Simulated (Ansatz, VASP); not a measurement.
**Two plane-wave programs on Hf4Pb**

```
CELL_PARAMETERS angstrom
-3.28014 3.28014 3.28014
3.28014 -3.28014 3.28014
3.28014 3.28014 -3.28014
ATOMIC_POSITIONS crystal
Hf 0.50000 0.50000 0.50000
Hf 0.00000 0.00000 0.50000
Hf 0.00000 0.50000 0.00000
Hf 0.50000 0.00000 0.00000
Pb 0.00000 0.00000 0.00000
```

Alike in both runs: functional PBE; k mesh 8 × 8 × 8; occupations gaussian, width 0.1 eV; no spin polarisation.

Ansatz relaxed the structure, and its values are those at the end. VASP's run is a single point on that final structure, the one shown.

|  | VASP | Ansatz |
| --- | --- | --- |
| version | VASP 6.6.1 | Ansatz 0.2.0 |
| potentials or method | VASP PAW PBE potentials, release 64 (Hf_pv, Pb_d) | scalar-relativistic, plane waves, PAW |
| plane-wave cutoff (eV) | 520 | 420 |
| valence electrons in the cell | 54 | 118 |

Ansatz gave:

- gap on the k mesh at the Fermi level (eV): none
- pressure (GPa): 0.0

**Question.** Which values does VASP return?

**Answer.** gap on the k mesh at the Fermi level (eV): none; pressure (GPa): -0.3.

A gap of «none» marks a metal or a gap that the smearing closes. The functional is the same, so the differences come from potentials, cutoffs and numerics. The two sets of potentials don't hold the same shells in valence.

The runs have no spin-orbit coupling, so splittings on Hf, Pb are missing.
